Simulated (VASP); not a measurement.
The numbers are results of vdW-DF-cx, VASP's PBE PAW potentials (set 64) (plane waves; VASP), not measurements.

Input for VASP

### KPOINTS
```
k-points along high-symmetry lines
15
Line-mode
Reciprocal
  0.000000   0.000000   0.000000 ! GAMMA
 -0.500000  -0.500000   0.000000 ! X

 -0.500000  -0.500000   0.000000 ! X
 -0.375000  -0.375000   0.250000 ! U

 -0.375000  -0.000000   0.375000 ! K
  0.000000   0.000000   0.000000 ! GAMMA

  0.000000   0.000000   0.000000 ! GAMMA
 -0.000000  -0.000000   0.500000 ! L

 -0.000000  -0.000000   0.500000 ! L
 -0.500000  -0.250000   0.250000 ! W

 -0.500000  -0.250000   0.250000 ! W
 -0.500000  -0.500000   0.000000 ! X
```

**POSCAR**
```
InP
1
   -0.0000000000     2.9478117328     2.9478117328
    2.9478117328     0.0000000000     2.9478117328
    2.9478117328     2.9478117328     0.0000000000
In P
1 1
Direct
  0.0000000000   0.0000000000   0.0000000000
  0.2500000000   0.2500000000   0.2500000000
```

INCAR:
```
AGGAC = 0.0
ALGO = Normal
EDIFF = 1E-7
ENCUT = 520
GGA = CX
ICHARG = 11
ISMEAR = 0
LASPH = .True.
LCHARG = .False.
LMAXMIX = 4
LORBIT = 11
LREAL = .False.
LUSE_VDW = .True.
LWAVE = .False.
NELM = 100
PREC = Accurate
SIGMA = 0.05
SYSTEM = InP
```

POTCAR, in this order: In_d P (PBE.64 set). Program: vasp_std. Read from the step before: CHGCAR.

What VASP printed:

OUTCAR:
```
 ion  position               nearest neighbor table
   1  0.000  0.000  0.000-   2 2.55   2 2.55   2 2.55   2 2.55
   2  0.250  0.250  0.250-   1 2.55   1 2.55   1 2.55   1 2.55
  LATTYP: Found a face centered cubic cell.
 ALAT       =     5.8956234656
 Subroutine PRICEL returns:
 Original cell was already a primitive cell.
 Subroutine GETGRP returns: Found 24 space group operations
The static configuration has the point symmetry T_d .
The dynamic configuration has the point symmetry T_d .
 Subroutine INISYM returns: Found 24 space group operations
   k-points           NKPTS =     90   k-points in BZ     NKDIM =     90   number of bands    NBANDS=     13
   number of dos      NEDOS =    301   number of ions     NIONS =      2
   total plane-waves  NPLWV =  32768
   dimension x,y,z NGX =    32 NGY =   32 NGZ =   32
   dimension x,y,z NGXF=    64 NGYF=   64 NGZF=   64
   ions per type =               1   1
   PREC   = accura    normal or accurate (medium, high low for compatibility)
   ISTART =      0    job   : 0-new  1-cont  2-samecut
   ICHARG =     11    charge: 1-file 2-atom 10-const
   ISPIN  =      1    spin polarized calculation?
   LNONCOLLINEAR =      F non collinear calculations
   LSORBIT =      F    spin-orbit coupling
   INIWAV =      1    electr: 0-lowe 1-rand  2-diag
   ENCUT  =  520.0 eV  38.22 Ry    6.18 a.u.   7.75  7.75  7.75*2*pi/ulx,y,z
...
```

**OSZICAR**
```
       N       E                     dE             d eps       ncg     rms          rms(c)
DAV:   1     0.118548255110E+03    0.11855E+03   -0.86695E+03  2350   0.154E+03
DAV:   2     0.578204123615E+01   -0.11277E+03   -0.10918E+03  2410   0.335E+02
DAV:   3    -0.263159907905E+01   -0.84136E+01   -0.82214E+01  3083   0.921E+01
DAV:   4    -0.286655537116E+01   -0.23496E+00   -0.23476E+00  2806   0.166E+01
DAV:   5    -0.287673567416E+01   -0.10180E-01   -0.10180E-01  3574   0.310E+00
DAV:   6    -0.287695227393E+01   -0.21660E-03   -0.21660E-03  2904   0.389E-01
DAV:   7    -0.287695883482E+01   -0.65609E-05   -0.65609E-05  3607   0.715E-02
DAV:   8    -0.287695893345E+01   -0.98629E-07   -0.98619E-07  2832   0.829E-03
   1 F= -.28769589E+01 E0= -.28769589E+01  d E =-.230658E-13
```

### OUTCAR
```
 val. band max:        4.9222745127   @ k =   0.0000   0.0000   0.0000

 cond. band min:       5.4590373806   @ k =   0.0000   0.0000   0.0000



 k-point     1 :       0.0000    0.0000    0.0000
  band No.  band energies     occupation
      1      -9.2145      2.00000
      2      -9.2145      2.00000
      3      -9.2145      2.00000
      4      -9.0700      2.00000
      5      -9.0700      2.00000
      6      -6.4867      2.00000
      7       4.9223      2.00000
      8       4.9223      2.00000
      9       4.9223      2.00000
     10       5.4590      0.00000
     11       8.9529      0.00000
     12       8.9529      0.00000
     13       8.9529      0.00000

 k-point     2 :      -0.0357   -0.0357    0.0000
  band No.  band energies     occupation
      1      -9.2172      2.00000
      2      -9.2133      2.00000
      3      -9.2133      2.00000
      4      -9.0704      2.00000
      5      -9.0696      2.00000
      6      -6.4675      2.00000
      7       4.5988      2.00000
      8       4.8727      2.00000
      9       4.8727      2.00000
     10       5.7803      0.00000
     11       8.8857      0.00000
     12       9.0198      0.00000
     13       9.0198      0.00000

 k-point     3 :      -0.0714   -0.0714    0.0000
  band No.  band energies     occupation
      1      -9.2252      2.00000
      2      -9.2098      2.00000
      3      -9.2098      2.00000
      4      -9.0718      2.00000
      5      -9.0683      2.00000
      6      -6.4101      2.00000
      7       4.1036      2.00000
      8       4.7342      2.00000
      9       4.7342      2.00000
     10       6.2655      0.00000
     11       8.7041      0.00000
     12       9.2102      0.00000
     13       9.2102      0.00000

 k-point     4 :      -0.1071   -0.1071    0.0000
  band No.  band energies     occupation
      1      -9.2375      2.00000
      2      -9.2041      2.00000
      3      -9.2041      2.00000
      4      -9.0742      2.00000
...
```

The density is held fixed in this step, so its total energy and stress have no physical meaning. Unless said otherwise, spin-orbit coupling is left out, though it shifts the bands of the heavy elements here.

The compound is InP in the zinc blende structure. It was relaxed first.
